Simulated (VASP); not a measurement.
Calculation: r2SCAN meta-GGA, VASP's PBE PAW potentials (set 64) (plane waves; VASP).

VASP input:

**KPOINTS**
```
Automatic mesh
0
Gamma
7 7 7
0 0 0
```

**INCAR**
```
SYSTEM = KTaO3
PREC = Accurate
ENCUT = 520
EDIFF = 1E-7
NELM = 100
ALGO = Normal
LREAL = .FALSE.
LASPH = .TRUE.
ISMEAR = 0
SIGMA = 0.01
METAGGA = R2SCAN
LMIXTAU = .TRUE.
LMAXMIX = 6
LWAVE = .FALSE.
LCHARG = .FALSE.
LOPTICS = .TRUE.
LPEAD = .TRUE.
NBANDS = 69
NEDOS = 1001
CSHIFT = 0.1
```

POSCAR:
```
KTaO3
3.9959560
  0.9999999676   0.0000000000   0.0000000000
  0.0000000000   0.9999999676   0.0000000000
  0.0000000000   0.0000000000   0.9999999676
K Ta O
1 1 3
Cart
  0.0000000000   0.0000000000   0.0000000000
  0.4999999838   0.4999999838   0.4999999838
  0.4999999838   0.0000000000   0.4999999838
  0.0000000000   0.4999999838   0.4999999838
  0.4999999838   0.4999999838   0.0000000000
```

POTCAR, in this order: K_sv Ta_pv O (PBE.64 set). Program: vasp_std.

The resulting files:

**OSZICAR**
```
       N       E                     dE             d eps       ncg     rms          rms(c)
DAV:   1     0.290990650927E+03    0.29099E+03   -0.16896E+04  2760   0.577E+02
DAV:   2    -0.867810377707E+02   -0.37777E+03   -0.33886E+03  3109   0.211E+02
DAV:   3    -0.106881418785E+03   -0.20100E+02   -0.19787E+02  3408   0.479E+01
DAV:   4    -0.107133698575E+03   -0.25228E+00   -0.25161E+00  3288   0.469E+00
DAV:   5    -0.107137048696E+03   -0.33501E-02   -0.33498E-02  3235   0.522E-01    0.363E+01
DAV:   6    -0.881702364023E+02    0.18967E+02   -0.40266E+00  3655   0.149E+01    0.130E+01
DAV:   7    -0.867572081114E+02    0.14130E+01   -0.17063E+00  3351   0.475E+00    0.748E+00
DAV:   8    -0.907268495342E+02   -0.39696E+01   -0.67240E-01  3287   0.336E+00    0.736E-01
DAV:   9    -0.864609716729E+02    0.42659E+01   -0.36689E-01  3217   0.268E+00    0.916E-01
DAV:  10    -0.868978338119E+02   -0.43686E+00   -0.47844E-02  3157   0.883E-01    0.390E-01
DAV:  11    -0.870355866474E+02   -0.13775E+00   -0.69769E-03  3011   0.341E-01    0.251E-01
DAV:  12    -0.871589943763E+02   -0.12341E+00   -0.28902E-02  2868   0.697E-01    0.116E-01
DAV:  13    -0.871627587936E+02   -0.37644E-02   -0.23027E-03  3164   0.199E-01    0.476E-02
DAV:  14    -0.871625716478E+02    0.18715E-03   -0.24170E-03  2913   0.198E-01    0.426E-02
DAV:  15    -0.871639742875E+02   -0.14026E-02   -0.27278E-04  2920   0.679E-02    0.185E-02
DAV:  16    -0.871643588059E+02   -0.38452E-03   -0.12108E-04  3059   0.469E-02    0.114E-02
DAV:  17    -0.871643484477E+02    0.10358E-04   -0.69710E-06  3135   0.895E-03    0.122E-02
DAV:  18    -0.871643374008E+02    0.11047E-04   -0.56482E-07  3345   0.322E-03    0.986E-03
DAV:  19    -0.871643595688E+02   -0.22168E-04   -0.29015E-06  3258   0.786E-03    0.405E-03
DAV:  20    -0.871643617581E+02   -0.21893E-05   -0.32691E-07  3366   0.224E-03    0.268E-03
DAV:  21    -0.871643643368E+02   -0.25787E-05   -0.42442E-07  2915   0.278E-03    0.134E-03
DAV:  22    -0.871643649030E+02   -0.56621E-06   -0.16044E-07  3023   0.169E-03    0.698E-04
DAV:  23    -0.871643648730E+02    0.30029E-07   -0.10544E-08  2367   0.473E-04
   1 F= -.87164365E+02 E0= -.87164365E+02  d E =-.245805E-18
 imaginary and real dielectric function
```

### OUTCAR
```
------------------------ aborting loop because EDIFF is reached ----------------------------------------
  FORCE on cell =-STRESS in cart. coord.  units (eV):
  Direction    XX          YY          ZZ          XY          YZ          ZX
  --------------------------------------------------------------------------------------
  Total       -0.0023877     -0.0023877     -0.0023877      0.0000000      0.0000000     -0.0000000
  in kB       -0.0599544     -0.0599544     -0.0599544      0.0000000      0.0000000     -0.0000000
  external PRESSURE =      -0.0599544 kB  Pullay stress =       0.0000000 kB
  volume of cell :       63.81
      direct lattice vectors                 reciprocal lattice vectors
     3.995955871  0.000000000  0.000000000     0.250253014  0.000000000  0.000000000
     0.000000000  3.995955871  0.000000000     0.000000000  0.250253014  0.000000000
     0.000000000  0.000000000  3.995955871     0.000000000  0.000000000  0.250253014
 POSITION                                       TOTAL-FORCE (eV/Angst)
 -----------------------------------------------------------------------------------
      0.00000      0.00000      0.00000         0.000000      0.000000      0.000000
      1.99798      1.99798      1.99798         0.000000      0.000000      0.000000
      1.99798      0.00000      1.99798         0.000000      0.000000      0.000000
      0.00000      1.99798      1.99798         0.000000      0.000000      0.000000
      1.99798      1.99798      0.00000         0.000000      0.000000      0.000000
 -----------------------------------------------------------------------------------
    total drift:                                0.000000      0.000000     -0.000000
  FREE ENERGIE OF THE ION-ELECTRON SYSTEM (eV)
  ---------------------------------------------------
  free  energy   TOTEN  =       -87.1643648730 eV

  energy  without entropy=      -87.1643648730  energy(sigma->0) =      -87.16436487

 plasma frequency squared (from intraband transitions) (eV^2)
  --------------------------------------------------------------------------------------
       0.000       0.000       0.000
       0.000       0.000       0.000
       0.000       0.000       0.000

 plasma frequency squared (from interband transitions, int dw w eps(2)(w)) (eV^2)
  --------------------------------------------------------------------------------------
     722.087       0.000       0.000      -0.000       0.000      -0.000
       0.000       0.000     722.087       0.000      -0.000       0.000
       0.000       0.000      -0.000      -0.000     722.087       0.000
```
(Selected blocks of OUTCAR.)

The compound is KTaO3 in the cubic perovskite structure. It was relaxed first.
